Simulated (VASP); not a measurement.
Computed with PW91 GGA, VASP's PBE PAW potentials (set 64) (plane waves; VASP 6.6.1).

Input for VASP

File POSCAR:
```
CdS
1
    0.0000000000     3.0250259531     3.0250259531
    3.0250259531     0.0000000000     3.0250259531
    3.0250259531     3.0250259531     0.0000000000
Cd S
1 1
Direct
  0.0000000000   0.0000000000   0.0000000000
  0.2500000000   0.2500000000   0.2500000000
```

### INCAR
```
ALGO = Normal
EDIFF = 1E-7
ENCUT = 520
GGA = 91
ISIF = 2
ISMEAR = 0
LASPH = .True.
LCHARG = .False.
LMAXMIX = 4
LREAL = .False.
LWAVE = .False.
NELM = 100
PREC = Accurate
SIGMA = 0.05
SYSTEM = CdS
```

File KPOINTS:
```
kpoints
0
gamma
  8 8 8
0 0 0
```

POTCAR, in this order: Cd S (PBE.64 set). Program: vasp_std.

Output of the run:

OSZICAR:
```
       N       E                     dE             d eps       ncg     rms          rms(c)
DAV:   1     0.111273986126E+03    0.11127E+03   -0.91499E+03   770   0.126E+03
DAV:   2    -0.140362646383E+01   -0.11268E+03   -0.10809E+03   844   0.296E+02
DAV:   3    -0.672156028992E+01   -0.53179E+01   -0.52979E+01   924   0.658E+01
DAV:   4    -0.676449264932E+01   -0.42932E-01   -0.42925E-01   839   0.584E+00
DAV:   5    -0.676517187994E+01   -0.67923E-03   -0.67922E-03   909   0.713E-01    0.643E+00
DAV:   6    -0.618168039192E+01    0.58349E+00   -0.12218E+00  1049   0.143E+01    0.535E+00
DAV:   7    -0.616730003047E+01    0.14380E-01   -0.18457E-01   774   0.348E+00    0.290E+00
DAV:   8    -0.616683157398E+01    0.46846E-03   -0.16866E-02   834   0.188E+00    0.223E-01
DAV:   9    -0.616665861682E+01    0.17296E-03   -0.21053E-03   859   0.691E-01    0.700E-02
DAV:  10    -0.616686236752E+01   -0.20375E-03   -0.30117E-04   789   0.154E-01    0.859E-02
DAV:  11    -0.616694984110E+01   -0.87474E-04   -0.12776E-04   779   0.113E-01    0.148E-02
DAV:  12    -0.616694043497E+01    0.94061E-05   -0.30274E-05   995   0.767E-02    0.607E-03
DAV:  13    -0.616694162791E+01   -0.11929E-05   -0.31688E-06   769   0.127E-02    0.421E-03
DAV:  14    -0.616694166215E+01   -0.34240E-07   -0.27719E-07   785   0.396E-03
   1 F= -.61669417E+01 E0= -.61669417E+01  d E =-.642703E-12
```

### OUTCAR
```
------------------------ aborting loop because EDIFF is reached ----------------------------------------
  FORCE on cell =-STRESS in cart. coord.  units (eV):
  Direction    XX          YY          ZZ          XY          YZ          ZX
  --------------------------------------------------------------------------------------
  Total       -0.9465991     -0.9465991     -0.9465991      0.0000000      0.0000000      0.0000000
  in kB      -27.3942467    -27.3942467    -27.3942467      0.0000000      0.0000000      0.0000000
  external PRESSURE =     -27.3942467 kB  Pullay stress =       0.0000000 kB
  volume of cell :       55.36
      direct lattice vectors                 reciprocal lattice vectors
     0.000000000  3.025025953  3.025025953    -0.165287838  0.165287838  0.165287838
     3.025025953  0.000000000  3.025025953     0.165287838 -0.165287838  0.165287838
     3.025025953  3.025025953  0.000000000     0.165287838  0.165287838 -0.165287838
  FREE ENERGIE OF THE ION-ELECTRON SYSTEM (eV)
  ---------------------------------------------------
  free  energy   TOTEN  =        -6.1669416622 eV

  energy  without entropy=       -6.1669416622  energy(sigma->0) =       -6.16694166
```
(Selected blocks of OUTCAR.)

The compound is CdS in the zinc blende structure, a metastable form; wurtzite is the usual one. This cell is one point of a volume scan, at 1.06 of the reference volume.
